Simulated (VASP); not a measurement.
An input for Ansatz (written as the equivalent of a VASP run, and not itself run):

Ansatz 0.2 input:
```yaml
crystal:
  lattice:
    - [1.3654888, -2.3650956, 0.0000000]
    - [1.3654888, 2.3650956, 0.0000000]
    - [0.0000000, 0.0000000, 4.3062269]
  atoms:
    - { symbol: Os, position: [0.3333330, 0.6666670, 0.2500000] }
    - { symbol: Os, position: [0.6392043, 0.3058703, 0.7500000] }
kpoints:
  mp_grid: { grid: [14, 14, 8] }
hamiltonian:
  xc: pbesol
  pseudopotentials: { kind: paw }
scf:
  occupations: { method: methfessel_paxton, width: 0.1 }
  max_iter: 100
output: { forces: true, stress: true, eigenvalues: true }
```

**Question.** Write the VASP files for the same calculation (PBEsol).

**Answer.** Several could match; the one computed here: 
File KPOINTS:
```
Automatic mesh
0
Gamma
14 14 8
0 0 0
```

**INCAR**
```
ALGO  =  Normal
EDIFF  =  1E-7
ENCUT  =  480
GGA  =  PS
ISIF  =  2
ISMEAR  =  1
LASPH  =  .TRUE.
LCHARG  =  .FALSE.
LMAXMIX  =  6
LREAL  =  .FALSE.
LWAVE  =  .FALSE.
NELM  =  100
PREC  =  Accurate
SIGMA  =  0.1
SYSTEM  =  Os
```

### POSCAR
```
Os
1
    1.3654888047    -2.3650956341     0.0000000000
    1.3654888047     2.3650956341    -0.0000000000
    0.0000000000    -0.0000000000     4.3062269485
Os
2
Direct
  0.3333330000   0.6666670000   0.2500000000
  0.6392043069   0.3058703069   0.7500000000
```

POTCAR, in this order: Os (PBE.64 set). Program: vasp_std.

Limits of the translation: each code has its own PAW files, so the cut-off isn't converted (ENCUT is set for VASP's; basis.ecutwfc is left out, and Ansatz then takes the one that its files recommend); Ansatz stops its SCF on the density residual and VASP on the energy change (EDIFF).

The compound is Os in the hcp structure. This cell was strained or had an atom moved on purpose.
